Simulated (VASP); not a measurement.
**Bulk modulus against bond length in zinc-blende III-V compounds**

LDA in VASP (plane waves, PAW). Static lattice, from a third-order Birch-Murnaghan fit over five volumes at each level. The bond length is the nearest-neighbour distance.

Here d stands for bond length and y for ln of B0 in GPa.

```csv
solid,bond length (Å),ln of B0 in GPa,cut-off (eV)
BN,1.552,?,520
AlN,1.882,5.352,520
BP,1.944,5.165,520
BAs,2.054,4.993,520
GaP,2.336,4.498,520
GaAs,2.430,4.311,520
InAs,2.612,4.096,520
InSb,2.795,3.841,520
```

**Question.** Using a straight line in ln d, estimate the missing y at d = 1.552 from the other rows, showing the fit.

**Answer.** With u = ln d - 0.82, the rows have u = -0.18766, -0.15525, -0.10021, 0.02844, 0.06789, 0.14012, 0.20783. Means: u 0.00016571, y 4.6080. About the means, the sum of products is -0.51911 and the sum of squares of u is 0.13761; the slope is their ratio. Least squares gives y = 4.6086 - 3.7725·u. Residuals (row less fit): 0.0355, -0.0293, 0.0064, -0.0033, -0.0415, 0.0160, 0.0164; standard error 0.0297 (degrees of freedom: 5). The slope is -3.77 with a standard error of 0.080. So B0 goes as d to the power -3.8 over these rows; such a law is empirical and holds within one kind of bonding. At the withheld row, u = -0.38046, so y = 4.6086 - 3.7725 × (-0.38046) = 6.0439. The calculation gives 5.996, 0.0479 below the prediction (2.2 % of the range of y in the table). The row lies outside the fitted rows, so this is an extrapolation. From the scatter of the fitted rows alone, a prediction at this place has a standard error of 0.0440, so the miss is 1.1 times that.

The run's B0 for BN is 402 GPa. AlN is here a metastable form; wurtzite is the usual one. The rows are a random draw from the solids of this series computed here; series whose standard error about the line passes 12 to 30 % of the range of y, or with no trend, aren't shown in this form.
